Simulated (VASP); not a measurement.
Runs of VASP 6.6.1 on MoS2. Symmetry: P6_3/mmc, No. 194, hexagonal system. The conventional cell has a = 3.161 Å, b = 3.161 Å, c = 12.295 Å, α = 90.00°, β = 90.00°, γ = 120.00°. Mo (site symmetry -6m2) is surrounded by 6 S at 2.40 Å. Around S (site symmetry 3m) lie 3 Mo at 2.40 Å. The cell was built by a generator and needn't be a form met in nature.

```tsv
level	potentials or basis	further INCAR settings	gap on the mesh (eV)	pressure (GPa)	largest force (eV/Å)
PBEsol	VASP PAW PBE potentials, release 64 (Mo_sv, S)	ALGO = Fast; EDIFF = 1e-06	0.95	-2.2	0.26
vdW-DF2	VASP PAW PBE potentials, release 64 (Mo_sv, S)	ALGO = Fast; EDIFF = 1e-06	0.97	13.4	(b)
LDA	VASP PAW LDA potentials, release 64 (Mo_sv, S)	ALGO = Fast; EDIFF = 1e-06	(c)	-4.8	0.42
optB86b-vdW	VASP PAW PBE potentials, release 64 (Mo_sv, S)	ALGO = Fast; EDIFF = 1e-06	0.96	1.0	0.09
SCAN	VASP PAW PBE potentials, release 64 (Mo_sv, S)	ALGO = Normal; EDIFF = 1e-06	1.10	(a)	0.24
```

Alike in all rows: task single point; no spin polarisation; cell as given; k mesh 8 × 8 × 2; cutoff (eV) 520; smearing fermi-dirac 0.05 eV.

Fill in the values left out.

(a) 0.5; (b) 0.88; (c) 0.91.

Caveats: the PAW data sets were made with another functional, which shifts forces and pressure a little (some runs); this functional lacks dispersion, which binds the layers, so the pressure and a relaxed spacing across them are unreliable (some runs).

A k mesh can miss the band edges, and the runs leave out spin-orbit coupling on Mo.

Runs at the PBE level aren't shown here.
